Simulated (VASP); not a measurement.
Input of a VASP 6.6.1 run:

The input INCAR:

```
PREC = Accurate ; ENCUT = 350
EDIFF = 1E-8 ; ISMEAR = 0
SIGMA = 0.02 ; LREAL = False
LASPH = True ; NELM = 100
ALGO = Normal ; ISIF = 2
LWAVE = False ; LCHARG = False
LEPSILON = True ; IBRION = 8
NSW = 1
```

The input KPOINTS:

```
regular mesh
0
Gamma
  9 9 2
```

File POSCAR:

```
Te2Mo
1.0
    3.4743500000      0.0000000000      0.0000000000
   -1.7371700000      3.0088700000      0.0000000000
    0.0000000000      0.0000000000     13.7778900000
Te Mo
4 2
Direct
    0.3333300000      0.6666700000      0.6194100000
    0.6666700000      0.3333300000      0.1194100000
    0.6666700000      0.3333300000      0.3805900000
    0.3333300000      0.6666700000      0.8805900000
    0.3333300000      0.6666700000      0.2500000000
    0.6666700000      0.3333300000      0.7500000000
```

Potentials or basis: VASP PAW LDA potentials, release 64 (Te, Mo_sv).

Run with:

```bash
$ cat potpaw_LDA.64/Te/POTCAR potpaw_LDA.64/Mo_sv/POTCAR > POTCAR
$ mpirun -np 1 vasp_std > vasp.out
```

**Question.** What does it give for the electronic dielectric tensor (diagonal)?

**Answer.** 20.25, 20.25, 12.33.

**Question.** Estimate the Born charges (mean of the diagonal).

**Answer.** Te +1.42; Mo -2.83 e.

**Question.** Estimate the highest phonon frequency at Γ, LO-TO splitting left out.

**Answer.** 296 cm⁻¹.

**Question.** What does it give for the band gap on the k mesh?

**Answer.** 0.71 eV, indirect (least direct gap 1.10 eV).

Electronic dielectric tensor:
```
20.25  0.00  0.00
 0.00 20.25  0.00
 0.00  0.00 12.33
```

Caveat: spin-orbit coupling is left out, which moves the levels of the heavy elements; an odd mesh through Γ misses points on the zone boundary, where band edges often lie.

The gap isn't set beside the measured one, since this odd mesh misses points on the zone boundary.
